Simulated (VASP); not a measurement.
Input:

```yaml
crystal:
  lattice:
    - [2.17947, -3.77495, 0.00000]
    - [2.17947, 3.77495, 0.00000]
    - [0.00000, 0.00000, 7.10479]
  atoms:
    - { symbol: Cd, position: [0.66667, 0.33333, 0.50005] }
    - { symbol: Cd, position: [0.33333, 0.66667, 0.00005] }
    - { symbol: Se, position: [0.66667, 0.33333, 0.87595] }
    - { symbol: Se, position: [0.33333, 0.66667, 0.37595] }
```

Calculation: rev-vdW-DF2, VASP's PBE PAW potentials (set 64) (plane waves; VASP). Run with 520 eV cut-off, Gaussian smearing of 0.050 eV, potentials Cd Se.

Give the energies of bands 13 to 21 at the high-symmetry points, in eV from the valence-band maximum.

```json
[
 {"band": "13", "Γ": "-4.20", "M": "-4.06", "K": "-3.67", "A": "-2.61", "L": "-4.06", "H": "-3.96"},
 {"band": "14", "Γ": "-0.71", "M": "-3.52", "K": "-3.67", "A": "-2.61", "L": "-4.06", "H": "-3.96"},
 {"band": "15", "Γ": "-0.71", "M": "-2.52", "K": "-2.90", "A": "-0.37", "L": "-1.28", "H": "-2.31"},
 {"band": "16", "Γ": "-0.04", "M": "-1.74", "K": "-1.77", "A": "-0.37", "L": "-1.28", "H": "-2.31"},
 {"band": "17", "Γ": "0.00", "M": "-1.26", "K": "-1.77", "A": "-0.37", "L": "-1.26", "H": "-1.05"},
 {"band": "18", "Γ": "0.00", "M": "-0.71", "K": "-1.59", "A": "-0.37", "L": "-1.26", "H": "-1.05"},
 {"band": "19", "Γ": "0.42", "M": "3.03", "K": "4.16", "A": "2.18", "L": "2.79", "H": "3.60"},
 {"band": "20", "Γ": "2.04", "M": "3.21", "K": "4.55", "A": "2.18", "L": "2.79", "H": "3.60"},
 {"band": "21", "Γ": "5.78", "M": "4.66", "K": "4.55", "A": "5.69", "L": "4.76", "H": "5.66"}
]
```

The gap is direct, 0.43 eV, from the valence maximum at Γ to the conduction minimum at Γ.

Measured: gap 1.73 eV (computed value off by -1.30 eV), as given by Abedi et al., (2022), arXiv:2211.14644.

The compound is CdSe in the wurtzite structure. It was relaxed first.
